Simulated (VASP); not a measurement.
Level of theory: LDA (Ceperley-Alder, Perdew-Zunger), VASP's LDA PAW potentials (set 64) (plane waves; VASP).

A VASP calculation is set up with these files.

### POSCAR
```
Ni
1
    2.4480200000     0.0000000000     0.0000000000
   -1.2240100000     2.1200480000     0.0000000000
    0.0000000000     0.0000000000     4.0728100000
Ni
2
Direct
  0.3333330000   0.6666670000   0.2500000000
  0.6666670000   0.3333330000   0.7500000000
```

File KPOINTS:
```
Automatic
0
Gamma
 15 15 8
0 0 0
```

INCAR:
```
ALGO=Normal
EDIFF=1E-6
EDIFFG=-0.01
ENCUT=400
IBRION=2
ISIF=3
ISMEAR=1
ISPIN=2
LASPH=.TRUE.
LCHARG=.FALSE.
LMAXMIX=4
LORBIT=10
LREAL=.FALSE.
LWAVE=.FALSE.
NELM=100
NSW=60
PREC=Accurate
SIGMA=0.1
SYSTEM=Ni
```

POTCAR, in this order: Ni (LDA.64 set). Program: vasp_std. The INCAR's line for the spin-polarised start is left out here.

Energy and stress use the plane-wave basis of the starting cell. The run has a spin-polarised start.

Task: Estimate the energy per atom (σ→0), cell moment, volume per atom, band gap (on the k-mesh).

Result: 
| Property | Result |
|---|---|
| energy per atom (σ→0) | -6.558 eV/atom |
| cell moment | 1.23 μB |
| band gap (on the k-mesh) | none (metal, semimetal or under 0.01 eV) |
| volume per atom | 10.03 Å³/atom |

**OSZICAR**
```
...
   7 F= -.13115919E+02 E0= -.13116043E+02  d E =-.892061E-03  mag=     1.2301
       N       E                     dE             d eps       ncg     rms          rms(c)
DAV:   1    -0.131160189741E+02   -0.10061E-03   -0.30173E-03  9017   0.499E-01    0.749E-02
DAV:   2    -0.131159341591E+02    0.84815E-04   -0.65784E-05 11001   0.178E-01    0.366E-02
DAV:   3    -0.131159083548E+02    0.25804E-04   -0.39878E-05 11225   0.936E-02    0.114E-02
DAV:   4    -0.131159098935E+02   -0.15387E-05   -0.41809E-06  7068   0.411E-02    0.475E-03
DAV:   5    -0.131159090611E+02    0.83237E-06   -0.41142E-07  4078   0.108E-02
   8 F= -.13115909E+02 E0= -.13116030E+02  d E =-.881767E-03  mag=     1.2302
```

The structure comes from a computed database's Ni entry (P6_3/mmc); how it stands against other phases isn't given here. This run relaxes it. Symmetry was kept, so distortions that lower it aren't found.
